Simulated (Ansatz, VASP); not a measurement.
# Cross-check of AgPb3S3Br between VASP and Ansatz

One calculation is typed for both programs; each brings its own data sets. How far apart do they land? The cell is generated by rule, not measured, and may not be a known phase. The cell is taken from a series of runs on this material, whose earlier steps may have relaxed, scaled, displaced or heated it; both programs get it as it stands.

Program: Ansatz 0.2.0. Level of theory: plane waves, with VASP 6.6.1 beside it; relaxation of cell and atoms at PBEsol. Results are calculated unless marked as measured.

The structure was built from a prototype and need not be the compound's stable phase.

### Step 1. Set-up

Symmetry: P4/mmm, No. 123, tetragonal system. The conventional cell has a = 4.156 Å, b = 4.156 Å, c = 11.618 Å, α = 90.00°, β = 90.00°, γ = 90.00°. Ag has 2 S at 2.74 Å and 4 Br at 2.94 Å nearest. Nearest to Br lie 4 Ag at 2.94 Å and 2 Pb at 2.95 Å. Nearest to Pb lie 5 S at 2.86 to 2.95 Å and 1 Br at 2.95 Å. Nearest to Pb lie 6 S at 2.94 to 3.07 Å. S has 1 Ag at 2.74 Å and 5 Pb at 2.95 to 3.07 Å nearest. Nearest to S lie 6 Pb at 2.86 to 2.94 Å. Farther neighbours and most contacts between anions are not listed.

Structure file:

```cif
data_structure
_symmetry_space_group_name_H-M 'P 1'
_symmetry_Int_Tables_number 1
_cell_length_a 4.1561
_cell_length_b 4.1561
_cell_length_c 11.6180
_cell_angle_alpha 90.000
_cell_angle_beta 90.000
_cell_angle_gamma 90.000
_cell_volume 200.68
loop_
_atom_site_label
_atom_site_type_symbol
_atom_site_fract_x
_atom_site_fract_y
_atom_site_fract_z
_atom_site_occupancy
Ag1 Ag 0.50000 0.50000 0.75000 1
Br2 Br 0.00000 0.00000 0.75000 1
Pb3 Pb 0.00000 0.00000 0.00370 1
Pb4 Pb 0.50000 0.50000 0.25000 1
Pb5 Pb 0.00000 0.00000 0.49630 1
S6 S 0.50000 0.50000 0.98581 1
S7 S 0.00000 0.00000 0.25000 1
S8 S 0.50000 0.50000 0.51419 1
```

### Step 2. VASP: relaxation of cell and atoms, PBEsol, pair 1

The relaxed volume is the usual yardstick between codes: in a stiff, nearly cubic crystal its relative difference is about their pressure difference at one cell divided by the bulk modulus.

Lines of VASP's logs that name or quote its potential files are left out, and so is its time.

Input file INCAR:

```
SYSTEM = AgPb3S3Br
PREC = Accurate
ENCUT = 500
EDIFF = 1E-07
NELM = 120
ISMEAR = 0
SIGMA = 0.1
LREAL = .FALSE.
ALGO = Normal
GGA = PS
NBANDS = 48
LASPH = .TRUE.
LORBIT = 11
LWAVE = .FALSE.
LCHARG = .FALSE.
ISIF = 3
IBRION = 2
NSW = 80
EDIFFG = -0.005
GGA_COMPAT = .FALSE.
NELMIN = 4
KPAR = 2
```

Input file POSCAR:

```
AgPb3S3Br
1.0
    2.9387980000      2.9387980000      0.0000000000
   -2.9387980000      2.9387980000      0.0000000000
    0.0000000000      0.0000000000     11.6179610000
Ag Br Pb S
1 1 3 3
Direct
    0.5000000000      0.5000000000      0.7500000215
    0.0000000000      0.0000000000      0.7500000215
    0.0000000000      0.0000000000      0.0036972925
    0.5000000000      0.5000000000      0.2499999785
    0.0000000000      0.0000000000      0.4963027505
    0.5000000000      0.5000000000      0.9858145504
    0.0000000000      0.0000000000      0.2499999785
    0.5000000000      0.5000000000      0.5141854926
```

Input file KPOINTS:

```
Automatic mesh
0
Gamma
8 8 4
0 0 0
```

The projector-augmented-wave data sets are Ag, Br, Pb_d and S (PBE family, release 64).

Command:

```console
mpirun -np 2 vasp_std
```

Numbers of over 12 decimals in the logs are rounded to 6 here.

Log:

```text
[banner, memory and clock lines left out]
running    2 mpi-ranks, on    1 nodes
 distrk:  each k-point on    1 cores,    2 groups
 distr:  one band on    1 cores,    1 groups

 POSCAR found type information on POSCAR AgBrPbS
 POSCAR found :  4 types and       8 ions
|                                                                             |
|               ----> ADVICE to this user running VASP <----                  |
|                                                                             |
|     You enforced a specific xc type in the INCAR file but a different       |
|     [... a line on the potential file left out ...]
|     I HOPE YOU KNOW WHAT YOU ARE DOING!                                     |
|                                                                             |

 LDA part: xc-table for (Slater+PW92), standard interpolation
 POSCAR, INCAR and KPOINTS ok, starting setup
 FFT: planning ... GRIDC
 FFT: planning ... GRID_SOFT
 FFT: planning ... GRID
 WAVECAR not read
 entering main loop
       N       E                     dE             d eps       ncg     rms          rms(c)
DAV:   1     0.853273108111E+03    0.85327E+03   -0.34539E+04  4320   0.166E+03
DAV:   2     0.869288953670E+02   -0.76634E+03   -0.73809E+03  4416   0.456E+02
DAV:   3    -0.283415121775E+02   -0.11527E+03   -0.11015E+03  5768   0.194E+02
DAV:   4    -0.349993582696E+02   -0.66578E+01   -0.65855E+01  5216   0.461E+01
DAV:   5    -0.353056897498E+02   -0.30633E+00   -0.30604E+00  5840   0.100E+01    0.101E+01
DAV:   6    -0.338844333833E+02    0.14213E+01   -0.31456E+00  6376   0.135E+01    0.667E+00
DAV:   7    -0.339213915012E+02   -0.36958E-01   -0.11262E+00  5600   0.444E+00    0.309E+00
DAV:   8    -0.339079713952E+02    0.13420E-01   -0.11071E-01  6272   0.211E+00    0.459E-01
DAV:   9    -0.339071373616E+02    0.83403E-03   -0.11025E-02  5632   0.636E-01    0.166E-01
DAV:  10    -0.339073664777E+02   -0.22912E-03   -0.19848E-03  6056   0.176E-01    0.101E-01
DAV:  11    -0.339074373183E+02   -0.70841E-04   -0.29894E-04  5920   0.110E-01    0.369E-02
DAV:  12    -0.339074321899E+02    0.51285E-05   -0.49064E-05  6064   0.538E-02    0.175E-02
DAV:  13    -0.339074336581E+02   -0.14683E-05   -0.17741E-05  5288   0.192E-02    0.651E-03
DAV:  14    -0.339074329440E+02    0.71413E-06   -0.29821E-06  5576   0.101E-02    0.319E-03
DAV:  15    -0.339074330437E+02   -0.99647E-07   -0.10852E-06  5296   0.364E-03    0.187E-03
DAV:  16    -0.339074330688E+02   -0.25097E-07   -0.48701E-08  3128   0.157E-03
   1 F= -.33907433E+02 E0= -.33906997E+02  d E =-.339074E+02
 curvature:   0.00 expect dE= 0.000E+00 dE for cont linesearch  0.000E+00
 trial: gam= 0.00000 g(F)=  0.576E-06 g(S)=  0.358E-04 ort = 0.000E+00 (trialstep = 0.100E+01)
 search vector abs. value=  0.364E-04
 bond charge predicted
       N       E                     dE             d eps       ncg     rms          rms(c)
DAV:   1    -0.339079191674E+02   -0.48612E-03   -0.13962E-02  5400   0.119E+00    0.133E-01
DAV:   2    -0.339074967399E+02    0.42243E-03   -0.10641E-03  5008   0.354E-01    0.469E-02
DAV:   3    -0.339074440171E+02    0.52723E-04   -0.19918E-04  5608   0.129E-01    0.211E-02
DAV:   4    -0.339074443072E+02   -0.29005E-06   -0.22226E-05  6160   0.462E-02    0.624E-03
DAV:   5    -0.339074448995E+02   -0.59233E-06   -0.42892E-06  5656   0.179E-02    0.511E-03
DAV:   6    -0.339074459376E+02   -0.10381E-05   -0.51504E-07  4344   0.358E-03    0.215E-03
DAV:   7    -0.339074461332E+02   -0.19554E-06   -0.14996E-07  3464   0.306E-03    0.394E-04
DAV:   8    -0.339074460593E+02    0.73908E-07   -0.23369E-08  2704   0.131E-03
   2 F= -.33907446E+02 E0= -.33907007E+02  d E =-.129905E-04
 trial-energy change:   -0.000013  1 .order   -0.000014   -0.000036    0.000008
 step:   0.7914(harm=  0.8151)  dis= 0.00009  next Energy=   -33.907447 (dE=-0.139E-04)
 reached required accuracy - stopping structural energy minimisation
```

OUTCAR, selected parts (step 2):

```text
ion  position               nearest neighbor table
   1  0.500  0.500  0.750-   6 2.74   8 2.74   2 2.94   2 2.94   2 2.94   2 2.94
   2  0.000  0.000  0.750-   1 2.94   1 2.94   1 2.94   1 2.94   5 2.95   3 2.95
   3  0.000  0.000  0.004-   7 2.86   6 2.95   6 2.95   6 2.95   6 2.95   2 2.95   4 4.10   4 4.10
                             4 4.10   4 4.10
   4  0.500  0.500  0.250-   7 2.94   7 2.94   7 2.94   7 2.94   6 3.07   8 3.07   3 4.10   3 4.10
                             3 4.10   3 4.10   5 4.10   5 4.10   5 4.10   5 4.10
   5  0.000  0.000  0.496-   7 2.86   8 2.95   8 2.95   8 2.95   8 2.95   2 2.95   4 4.10   4 4.10
                             4 4.10   4 4.10
   6  0.500  0.500  0.986-   1 2.74   3 2.95   3 2.95   3 2.95   3 2.95   4 3.07
   7  0.000  0.000  0.250-   3 2.86   5 2.86   4 2.94   4 2.94   4 2.94   4 2.94
   8  0.500  0.500  0.514-   1 2.74   5 2.95   5 2.95   5 2.95   5 2.95   4 3.07

  LATTYP: Found a simple tetragonal cell.
 ALAT       =     4.1560879887
 C/A-ratio  =     2.7954078527

 Subroutine GETGRP returns: Found 16 space group operations
 (whereof  8 operations were pure point group operations)

The static configuration has the point symmetry C_4v.
 The point group associated with its full space group is D_4h.

 Found     45 irreducible k-points:

   k-points           NKPTS =     45   k-points in BZ     NKDIM =     45   number of bands    NBANDS=     48

   dimension x,y,z NGX =    30 NGY =   30 NGZ =   90
   dimension x,y,z NGXF=    60 NGYF=   60 NGZF=  180

   ENCUT  =  500.0 eV  36.75 Ry    6.06 a.u.   7.58  7.58 21.18*2*pi/ulx,y,z

   NELECT =      78.0000    total number of electrons

 k-points in reciprocal lattice and weights: Automatic mesh
   0.00000000  0.00000000  0.00000000       0.004
   0.12500000  0.00000000  0.00000000       0.016
   0.25000000  0.00000000  0.00000000       0.016
   0.37500000  0.00000000  0.00000000       0.016
   0.50000000  0.00000000  0.00000000       0.008
   0.12500000  0.12500000  0.00000000       0.016
   0.25000000  0.12500000  0.00000000       0.031
   0.37500000  0.12500000  0.00000000       0.031
   0.50000000  0.12500000  0.00000000       0.016
[...]
0.50000000  0.37500000  0.50000000       0.016
   0.50000000  0.50000000  0.50000000       0.004

 average (electrostatic) potential at core
       1 -72.3064       2 -60.7554       3 -91.4398       4 -91.7558       5 -91.4397
       6 -85.6299       7 -86.0788       8 -85.6299

 E-fermi :   5.8195

 k-point     1 :       0.0000    0.0000    0.0000
  band No.  band energies     occupation
    ...
     35       3.2171      2.00000
     36       3.2684      2.00000
     37       3.2684      2.00000
     38       3.3848      2.00000
     39       3.6151      2.00000
     40       6.9342      0.00000
     41       8.3307      0.00000
     42       8.4610      0.00000
     43       9.3352      0.00000
     44      10.3077      0.00000
    ...

 k-point     2 :       0.1250    0.0000    0.0000
  band No.  band energies     occupation
    ...
     35       3.2790      2.00000
     36       3.3256      2.00000
     37       3.4250      2.00000
     38       3.9031      2.00000
     39       4.0192      2.00000
     40       7.1291      0.00000
     41       8.1570      0.00000
     42       8.1841      0.00000
     43       9.2427      0.00000
     44       9.6536      0.00000
    ...

 k-point     3 :       0.2500    0.0000    0.0000
  band No.  band energies     occupation
    ...
     35       3.4945      2.00000
     36       3.8185      2.00000
     37       3.8406      2.00000
     38       4.5292      2.00000
     39       4.7316      2.00000
     40       7.1427      0.00000
     41       7.4695      0.00000
     42       8.0568      0.00000
     43       8.2902      0.00000
     44       8.7298      0.00000
    ...

  Total        0.0102178      0.0102178      0.0126413      0.0000000     -0.0000000      0.0000000
  in kB        0.0816427      0.0816427      0.1010075      0.0000000     -0.0000000      0.0000000
  external PRESSURE =       0.0880976 kB  Pullay stress =       0.0000000 kB

  energy-cutoff  :      500.00
  volume of cell :      200.52
      direct lattice vectors                 reciprocal lattice vectors
     2.938028487  2.938028487 -0.000000000     0.170182148  0.170182148 -0.000000000
    -2.938028487  2.938028487 -0.000000000    -0.170182148  0.170182148 -0.000000000
     0.000000000  0.000000000 11.614701497     0.000000000  0.000000000  0.086097779

 POSITION                                       TOTAL-FORCE (eV/Angst)
 -----------------------------------------------------------------------------------
      0.00000      2.93803      8.71103        -0.000000     -0.000000     -0.000000
      2.93803      2.93803      8.71103         0.000000     -0.000000     -0.000000
      0.00000      5.87606      0.04299        -0.000000      0.000000      0.000740
      0.00000      2.93803      2.90368         0.000000     -0.000000     -0.000000
     -2.93803      2.93803      5.76436         0.000000     -0.000000     -0.000740
      0.00000      2.93803     11.44983         0.000000     -0.000000     -0.002665
      0.00000      5.87606      2.90368         0.000000     -0.000000     -0.000000
      0.00000      2.93803      5.97222         0.000000      0.000000      0.002665
 -----------------------------------------------------------------------------------
    total drift:                               -0.000000      0.000000      0.000656

  FREE ENERGIE OF THE ION-ELECTRON SYSTEM (eV)
  ---------------------------------------------------
  free  energy   TOTEN  =       -33.9074460593 eV

  energy  without entropy=      -33.9065684586  energy(sigma->0) =      -33.90700726

 reached required accuracy - stopping structural energy minimisation

 total charge
# of ion       s       p       d       tot
------------------------------------------
    1        0.248   0.164   9.311   9.722
    2        1.614   3.187   0.026   4.827
    3        1.477   0.529   9.847  11.853
    4        1.475   0.516   9.843  11.834
    5        1.477   0.529   9.847  11.853
    6        1.345   2.299   0.000   3.644
    7        1.347   2.323   0.000   3.670
    8        1.345   2.299   0.000   3.644
--------------------------------------------------
tot         10.327  11.847  38.873  61.047

[... 3 further parts left out ...]
```

CONTCAR:

```
AgPb3S3Br
   1.00000000000000
     2.9380284870522120    2.9380284870522120   -0.0000000000000000
    -2.9380284870522120    2.9380284870522120   -0.0000000000000000
     0.0000000000000000    0.0000000000000000   11.6147014969884967
  Ag              Br              Pb              S
     1     1     3     3
Direct
     0.5000000000000000    0.5000000000000000    0.7500000215000000
     1.0000000000000000    0.0000000000000000    0.7500000215000000
     1.0000000000000000    1.0000000000000000    0.0037012110191703
     0.5000000000000000    0.5000000000000000    0.2499999785000000
     0.0000000000000000    1.0000000000000000    0.4962988319808297
     0.5000000000000000    0.5000000000000000    0.9858051925793030
     1.0000000000000000    1.0000000000000000    0.2499999785000000
     0.5000000000000000    0.5000000000000000    0.5141948504206970
```

The gap is read on the k-mesh alone, so it is an upper bound where the band edges lie off the mesh. The gap is under twice the smearing width, so the edge states are partly filled and the run can't tell a small gap from a semimetal. The PAW data sets were made with PBE, which is usual practice but a small mismatch for other functionals. The run keeps the 16 symmetry operations of its start, so it cannot find a distortion of lower symmetry.

(Part 1 of 2 ends here.)

[Lines on the potential files, build, host, timing and source positions are cut from VASP's logs without a mark.]

[Logs are printed without paths, hosts, clocks, repeated set-up lines and the standing remarks that a program may print on its own settings, such as how far it seeks lower states.]

[Hosts, paths, dates, database ids (printed as entryN), source tags and the programs' standing remarks are cut or masked in the printed files.]
